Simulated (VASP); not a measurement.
Energy against volume of KTaO3 (cubic perovskite). All values below come from MS2 meta-GGA, VASP's PBE PAW potentials (set 64) (plane waves; VASP). Run with 520 eV cut-off, 6×6×6 Γ-centred mesh, Gaussian smearing of 0.050 eV, potentials K_sv Ta_pv O.

| V (Å³/atom) | E (eV/atom) |
|---|---|
| 11.978 | -7.28710 |
| 12.361 | -7.31298 |
| 12.743 | -7.32133 |
| 13.125 | -7.31477 |

**Question.** Fit these four points and predict the energy of the run at 13.508 Å³/atom.

**Answer.** A cubic in V^(−2/3), the third-order Birch-Murnaghan form, passes through the four points with V0 = 12.76 Å³/atom and B0 = 207 GPa, and gives -7.2954 eV/atom there. The run gave -7.2956 eV/atom, -0.2 meV/atom from the fit; all five points give B0 = 206 GPa.

The compound is KTaO3 in the cubic perovskite structure. It was relaxed first.
